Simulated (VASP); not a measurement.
**Ta2Si under strain**

Aim: follow the pressure of Ta2Si through compression, expansion and shear. All runs use PBEsol. Left out of this account: 1 further run (fields: a reference on another mesh). The start is a computed cell from the Materials Project.

Main program and level: VASP 6.6.1; PBEsol; plane waves and PAW (Ta_pv, Si).

### 1. The structure

It takes space group I4/mcm (No. 140, tetragonal). Conventional cell: a = 6.176 Å, b = 6.176 Å, c = 5.047 Å, α = 90.00°, β = 90.00°, γ = 90.00°. Nearest to Ta lie 4 Si at 2.63 Å and 3 Ta at 2.86 to 2.94 Å. Nearest to Si lie 2 Si at 2.52 Å and 8 Ta at 2.63 Å. Farther neighbours are not listed.

Structure file:

```
Ta Si
1.0
    -3.08776    3.08776    2.52364
     3.08776   -3.08776    2.52364
     3.08776    3.08776   -2.52364
Ta Si
4 2
Direct
  0.66359 0.83641 0.50000
  0.83641 0.33641 0.17281
  0.33641 0.16359 0.50000
  0.16359 0.66359 0.82719
  0.25000 0.25000 0.00000
  0.75000 0.75000 0.00000
```

### 2. Bands, cell as listed

Levels along the symmetry lines show where the bands peak and cross; KPOINTS_OPT computes them in the converged potential. PBEsol restores the gradient expansion of exchange and is tuned for the cells of solids.

Contents of INCAR:

```
SYSTEM = Ta2Si
PREC = Accurate
ENCUT = 400
EDIFF = 1E-06
NELM = 100
ISMEAR = -1
SIGMA = 0.05
LREAL = .FALSE.
ALGO = Normal
GGA = PS
NBANDS = 42
LASPH = .TRUE.
LORBIT = 11
LWAVE = .FALSE.
LCHARG = .FALSE.
KPAR = 4
```

Contents of POSCAR:

```
Ta2Si
1.0
   -3.0877629443      3.0877629443      2.5236412193
    3.0877629443     -3.0877629443      2.5236412193
    3.0877629443      3.0877629443     -2.5236412193
Ta Si
4 2
Direct
    0.6635932100      0.8364067900      0.5000000000
    0.8364067900      0.3364067900      0.1728135800
    0.3364067900      0.1635932100      0.5000000000
    0.1635932100      0.6635932100      0.8271864200
    0.2500000000      0.2500000000      0.0000000000
    0.7500000000      0.7500000000      0.0000000000
```

Contents of KPOINTS:

```
Automatic mesh
0
Gamma
8 8 8
0 0 0
```

Contents of KPOINTS_OPT:

```
Line mode
16
Line-mode
Reciprocal
  0.00000000   0.00000000   0.00000000 GAMMA
  0.00000000   0.00000000   0.50000000 X

  0.00000000   0.00000000   0.50000000 X
 -0.50000000   0.50000000   0.50000000 M

 -0.50000000   0.50000000   0.50000000 M
  0.00000000   0.00000000   0.00000000 GAMMA

  0.00000000   0.00000000   0.00000000 GAMMA
  0.41699649   0.41699649  -0.41699649 Z

  0.41699649   0.41699649  -0.41699649 Z
  0.25000000   0.25000000   0.25000000 P

  0.25000000   0.25000000   0.25000000 P
  0.00000000   0.50000000   0.00000000 N

  0.00000000   0.50000000   0.00000000 N
 -0.41699649   0.58300351   0.41699649 Z1

 -0.41699649   0.58300351   0.41699649 Z1
 -0.50000000   0.50000000   0.50000000 M

  0.00000000   0.00000000   0.50000000 X
  0.25000000   0.25000000   0.25000000 P
```

PAW data sets: Ta_pv and Si (PBE family, release 64).

The run is started by

```sh
> mpirun -np 4 vasp_std
```

What it wrote:

```text
[banner, memory and clock lines left out]
running    4 mpi-ranks, on    1 nodes
 distrk:  each k-point on    1 cores,    4 groups
 distr:  one band on    1 cores,    1 groups

 POSCAR found type information on POSCAR TaSi
 POSCAR found :  2 types and       6 ions
|                                                                             |
|               ----> ADVICE to this user running VASP <----                  |
|                                                                             |
|     You enforced a specific xc type in the INCAR file but a different       |
|     [... a line on the potential file left out ...]
|     I HOPE YOU KNOW WHAT YOU ARE DOING!                                     |
|                                                                             |

 LDA part: xc-table for (Slater+PW92), standard interpolation
 POSCAR, INCAR and KPOINTS ok, starting setup
 FFT: planning ... GRIDC
 FFT: planning ... GRID_SOFT
 FFT: planning ... GRID
 WAVECAR not read
 entering main loop
       N       E                     dE             d eps       ncg     rms          rms(c)
DAV:   1     0.408891296180E+03    0.40889E+03   -0.23206E+04  4956   0.103E+03
DAV:   2    -0.511128039929E+02   -0.46000E+03   -0.44321E+03  5550   0.338E+02
DAV:   3    -0.686813240553E+02   -0.17569E+02   -0.17202E+02  6318   0.641E+01
DAV:   4    -0.689069717605E+02   -0.22565E+00   -0.22467E+00  5936   0.732E+00
DAV:   5    -0.689097399821E+02   -0.27682E-02   -0.27668E-02  6200   0.802E-01    0.315E+01
DAV:   6    -0.657864665459E+02    0.31233E+01   -0.58169E+00  5918   0.119E+01    0.141E+01
DAV:   7    -0.653427851991E+02    0.44368E+00   -0.15867E+00  6232   0.582E+00    0.314E+00
DAV:   8    -0.653078378741E+02    0.34947E-01   -0.51142E-02  5820   0.899E-01    0.766E-01
DAV:   9    -0.653043760179E+02    0.34619E-02   -0.69336E-03  6096   0.351E-01    0.223E-01
DAV:  10    -0.653042169557E+02    0.15906E-03   -0.53380E-04  5940   0.130E-01    0.887E-02
DAV:  11    -0.653042171472E+02   -0.19154E-06   -0.47221E-05  6088   0.344E-02    0.295E-02
DAV:  12    -0.653042155260E+02    0.16212E-05   -0.40459E-06  5284   0.106E-02    0.355E-03
DAV:  13    -0.653042156751E+02   -0.14908E-06   -0.87162E-07  3134   0.524E-03
   1 F= -.65304216E+02 E0= -.65289712E+02  d E =-.290064E-01
 Start KPOINTS_OPT (optional k-point list driver)
k-point batch [1-59\144]
       N       E                     dE             ncg
DAV:   1    -0.381061525386E+04   -0.49519E+05     4964
DAV:   2    -0.309923001018E+05   -0.27182E+05     5556
DAV:   3    -0.320546439785E+05   -0.10623E+04     6288
DAV:   4    -0.320695215744E+05   -0.14878E+02     5880
DAV:   5    -0.320697320503E+05   -0.21048E+00     6208
DAV:   6    -0.320697362885E+05   -0.42382E-02     5958
DAV:   7    -0.320697364007E+05   -0.11212E-03     6192
DAV:   8    -0.320697364037E+05   -0.30544E-05     4402
DAV:   9    -0.320697364041E+05   -0.38397E-06     3848
[...]
k-point batch [119-144\144]
       N       E                     dE             ncg
DAV:   1     0.413118642778E+05   -0.33798E+05     2184
DAV:   2     0.292977225261E+05   -0.12014E+05     2448
DAV:   3     0.288371033873E+05   -0.46062E+03     2690
DAV:   4     0.288304593224E+05   -0.66441E+01     2584
DAV:   5     0.288303696394E+05   -0.89683E-01     2750
DAV:   6     0.288303677287E+05   -0.19107E-02     2636
DAV:   7     0.288303676751E+05   -0.53620E-04     2742
DAV:   8     0.288303676736E+05   -0.14320E-05     2030
DAV:   9     0.288303676735E+05   -0.16613E-06     1700
```

Run time: 77 s. Hardware: 4 MPI ranks of Intel Xeon 6975P-C (Granite Rapids), shared host; peak memory 1.4 GiB; 5.1 min of CPU time.

The logs omit lines about the potential files and the build; timing stands in the text.

Parts of OUTCAR (step 2):

```text
ion  position               nearest neighbor table
   1  0.664  0.836  0.500-   5 2.63   5 2.63   6 2.63   6 2.63   3 2.86   3 2.94   3 2.94   2 3.23
                             4 3.23   4 3.23   2 3.23   4 3.27   2 3.27   4 3.27   2 3.27
   2  0.836  0.336  0.173-   6 2.63   5 2.63   5 2.63   6 2.63   4 2.86   4 2.94   4 2.94   1 3.23
                             3 3.23   3 3.23   1 3.23   1 3.27   3 3.27   3 3.27   1 3.27
   3  0.336  0.164  0.500-   6 2.63   6 2.63   5 2.63   5 2.63   1 2.86   1 2.94   1 2.94   2 3.23
                             4 3.23   4 3.23   2 3.23   4 3.27   2 3.27   2 3.27   4 3.27
   4  0.164  0.664  0.827-   6 2.63   5 2.63   5 2.63   6 2.63   2 2.86   2 2.94   2 2.94   3 3.23
                             1 3.23   1 3.23   3 3.23   3 3.27   1 3.27   1 3.27   3 3.27
   5  0.250  0.250  0.000-   6 2.52   6 2.52   1 2.63   1 2.63   3 2.63   4 2.63   3 2.63   2 2.63
                             4 2.63   2 2.63
   6  0.750  0.750  0.000-   5 2.52   5 2.52   3 2.63   3 2.63   1 2.63   1 2.63   4 2.63   2 2.63
                             4 2.63   2 2.63

  LATTYP: Found a body centered tetragonal cell.
 ALAT       =     6.1755258886
 C/A-ratio  =     0.8173040693

 Subroutine GETGRP returns: Found 16 space group operations
 (whereof  8 operations were pure point group operations)

The static configuration has the point symmetry C_4h.
 The point group associated with its full space group is D_4h.

 Found     59 irreducible k-points:

   k-points           NKPTS =     59   k-points in BZ     NKDIM =     59   number of bands    NBANDS=     42

   dimension x,y,z NGX =    36 NGY =   36 NGZ =   36
   dimension x,y,z NGXF=    72 NGYF=   72 NGZF=   72

   ENCUT  =  400.0 eV  29.40 Ry    5.42 a.u.   8.22  8.22  8.22*2*pi/ulx,y,z

   NELECT =      52.0000    total number of electrons

 k-points in reciprocal lattice and weights: Automatic mesh
   0.00000000  0.00000000  0.00000000       0.002
   0.12500000  0.00000000  0.00000000       0.016
   0.25000000  0.00000000  0.00000000       0.016
   0.37500000  0.00000000  0.00000000       0.016
   0.50000000  0.00000000  0.00000000       0.008
   0.12500000  0.12500000  0.00000000       0.016
   0.25000000  0.12500000  0.00000000       0.031
   0.37500000  0.12500000  0.00000000       0.031
   0.50000000  0.12500000  0.00000000       0.031
[...]
-0.37500000 -0.37500000  0.37500000       0.004
   0.50000000  0.50000000  0.50000000       0.002

 average (electrostatic) potential at core
       1 -34.9312       2 -34.9312       3 -34.9312       4 -34.9312       5 -81.4146
       6 -81.4146

 E-fermi :   7.4184

 k-point     1 :       0.0000    0.0000    0.0000
  band No.  band energies     occupation
    ...
     20       4.9035      2.00000
     21       4.9082      2.00000
     22       4.9082      2.00000
     23       4.9548      2.00000
     24       5.4003      2.00000
     25       7.5783      0.07848
     26       7.6489      0.01972
     27       8.3443      0.00000
     28       8.7146      0.00000
     29       8.7146      0.00000
    ...

 k-point     2 :       0.1250    0.0000    0.0000
  band No.  band energies     occupation
    ...
     22       4.9586      2.00000
     23       4.9846      2.00000
     24       5.8021      2.00000
     25       7.1674      1.98689
     26       7.4534      0.66358
     27       8.1802      0.00000
     28       8.5389      0.00000
     29       8.7874      0.00000
     30       9.1520      0.00000
     31       9.1605      0.00000
    ...

 k-point     3 :       0.2500    0.0000    0.0000
  band No.  band energies     occupation
    ...
     22       5.1399      2.00000
     23       5.1948      2.00000
     24       6.1057      2.00000
     25       6.6418      2.00000
     26       6.9045      1.99993
     27       7.8112      0.00077
     28       8.6063      0.00000
     29       9.0247      0.00000
     30       9.4850      0.00000
     31       9.6678      0.00000
    ...

  Total       -1.9318759     -1.9318759     -1.3447207      0.0000000     -0.0000000     -0.0000000
  in kB      -32.1598713    -32.1598713    -22.3855181      0.0000000     -0.0000000     -0.0000000
  external PRESSURE =     -28.9017536 kB  Pullay stress =       0.0000000 kB

  energy-cutoff  :      400.00
  volume of cell :       96.24
      direct lattice vectors                 reciprocal lattice vectors
    -3.087762944  3.087762944  2.523641219     0.000000000  0.161929529  0.198126420
     3.087762944 -3.087762944  2.523641219     0.161929529  0.000000000  0.198126420
     3.087762944  3.087762944 -2.523641219     0.161929529  0.161929529  0.000000000

 POSITION                                       TOTAL-FORCE (eV/Angst)
 -----------------------------------------------------------------------------------
      2.07749      1.01027      2.52364         0.036697     -0.036697     -0.000000
     -1.01027      2.07749      2.52364         0.036697      0.036697     -0.000000
      1.01027      2.07749      0.00000        -0.036697      0.036697     -0.000000
      4.09804      1.01027      0.00000        -0.036697     -0.036697      0.000000
      0.00000      0.00000      1.26182         0.000000     -0.000000     -0.000000
      0.00000      0.00000      3.78546         0.000000     -0.000000     -0.000000
 -----------------------------------------------------------------------------------
    total drift:                               -0.000000     -0.000000      0.000000

  FREE ENERGIE OF THE ION-ELECTRON SYSTEM (eV)
  ---------------------------------------------------
  free  energy   TOTEN  =       -65.3042156751 eV

  energy  without entropy=      -65.2752093220  energy(sigma->0) =      -65.28971250

 total charge
# of ion       s       p       d       tot
------------------------------------------
    1        0.319   6.194   2.358   8.871
    2        0.319   6.194   2.358   8.871
    3        0.319   6.194   2.358   8.871
    4        0.319   6.194   2.358   8.871
    5        0.740   1.010   0.000   1.750
    6        0.740   1.010   0.000   1.750
--------------------------------------------------
tot          2.756  26.795   9.432  38.983

[... 3 further parts left out ...]
```

Spin-orbit coupling is off here; with elements this heavy it splits and shifts levels by tenths of an eV or more. The PAW data sets were made with PBE, which is usual practice but a small mismatch for other functionals. At this level the cell is under a tension of 2.9 GPa, so at these settings it is away from equilibrium.

This step gave:

| Property | Result |
| --- | --- |
| SCF cycles | 13 |
| electrons | 52 |
| bands | 42 |
| irreducible k-points | 59 |
| symmetry operations | 16 |
| free energy (TOTEN) | -65.3042 eV |
| energy at zero smearing | -65.2897 eV |
| Fermi energy | 7.418 eV |
| pressure | -2.890 GPa |
| metallic | yes |

Electronic bands along the path, in eV, zero at the Fermi level; # counts the bands kept, so #1 is VASP's band 14:

| point | #10 | #11 | #12 | #13 | #14 | #15 | #16 | #17 |
| --- | --- | --- | --- | --- | --- | --- | --- | --- |
| Γ | -2.46 | -2.02 | 0.16 | 0.23 | 0.93 | 1.30 | 1.30 | 1.55 |
| 0.53 of the way | -2.31 | -2.15 | -0.13 | 0.30 | 0.34 | 0.51 | 0.64 | 2.35 |
| X | -1.93 | -1.47 | -0.19 | 0.00 | 0.08 | 0.63 | 1.33 | 1.79 |
| 0.53 of the way | -1.71 | -1.65 | -0.66 | -0.05 | 0.05 | 0.09 | 1.30 | 2.07 |
| M | -1.05 | -1.02 | -1.02 | -1.01 | -0.25 | 0.22 | 0.72 | 0.72 |
| 0.53 of the way | -2.19 | -2.09 | -0.55 | -0.23 | 0.51 | 0.61 | 0.63 | 2.53 |
| Γ | -2.46 | -2.02 | 0.16 | 0.23 | 0.93 | 1.30 | 1.30 | 1.55 |
| 0.53 of the way | -1.80 | -1.74 | -1.01 | -0.93 | 0.56 | 0.64 | 0.64 | 1.39 |
| Z | -1.12 | -0.96 | -0.96 | -0.70 | -0.27 | 0.42 | 0.42 | 0.92 |
| 0.47 of the way | -1.88 | -1.69 | -1.34 | -0.41 | 0.60 | 0.72 | 1.41 | 1.68 |
| P | -1.91 | -1.91 | -1.10 | -1.10 | 0.74 | 0.74 | 1.80 | 1.80 |
| 0.53 of the way | -1.89 | -1.89 | -1.11 | -1.11 | 0.74 | 0.74 | 1.90 | 1.90 |
| N | -1.96 | -1.96 | -1.06 | -1.06 | 0.69 | 0.69 | 1.87 | 1.87 |
| 0.47 of the way | -1.65 | -1.63 | -1.37 | -0.12 | 0.41 | 0.44 | 1.06 | 1.50 |
| Z1 | -1.12 | -0.96 | -0.96 | -0.70 | -0.27 | 0.42 | 0.42 | 0.92 |
| 0.47 of the way | -1.31 | -1.00 | -1.00 | -0.64 | -0.46 | 0.50 | 0.62 | 0.62 |
| M | -1.05 | -1.02 | -1.02 | -1.01 | -0.25 | 0.22 | 0.72 | 0.72 |
| jump to X | -1.93 | -1.47 | -0.19 | 0.00 | 0.08 | 0.63 | 1.33 | 1.79 |
| 0.53 of the way | -2.03 | -1.32 | -1.25 | -0.30 | 0.05 | 0.97 | 1.66 | 2.46 |
| P | -1.91 | -1.91 | -1.10 | -1.10 | 0.74 | 0.74 | 1.80 | 1.80 |

Of the projections kept (Ta, Si), the largest for each band there; the rest of the weight can lie on other orbitals:

| point | #10 | #11 | #12 | #13 | #14 | #15 | #16 | #17 |
| --- | --- | --- | --- | --- | --- | --- | --- | --- |
| Γ | Ta 1.00 | Ta 1.00 | Ta 1.00 | Ta 1.00 | Ta 1.00 | Ta 1.00 | Ta 1.00 | Ta 0.96 |
| X | Ta 0.90 | Ta 0.90 | Ta 0.97 | Ta 1.00 | Ta 0.99 | Ta 1.00 | Ta 0.99 | Ta 1.00 |
| M | Ta 1.00 | Ta 0.96 | Ta 0.96 | Ta 1.00 | Ta 1.00 | Ta 1.00 | Ta 0.90 | Ta 0.90 |
| Γ | Ta 1.00 | Ta 1.00 | Ta 1.00 | Ta 1.00 | Ta 1.00 | Ta 1.00 | Ta 1.00 | Ta 0.96 |
| Z | Ta 0.99 | Ta 0.97 | Ta 0.97 | Ta 1.00 | Ta 1.00 | Ta 0.89 | Ta 0.89 | Ta 1.00 |
| P | Ta 0.98 | Ta 0.98 | Ta 0.92 | Ta 0.92 | Ta 0.90 | Ta 0.90 | Ta 0.99 | Ta 0.99 |

There is no gap at this level.

(Continued in part 2 of 4.)

[Lines on the potential files, build, host, timing and source positions are cut from VASP's logs without a mark.]

[Logs are printed without paths, hosts, clocks, repeated set-up lines and the standing remarks that a program may print on its own settings, such as how far it seeks lower states.]

[Hosts, paths, dates, database ids (printed as entryN), source tags and the programs' standing remarks are cut or masked in the printed files.]

[A measured line is paired with the nearest computed mode of its activity, which favours agreement.]
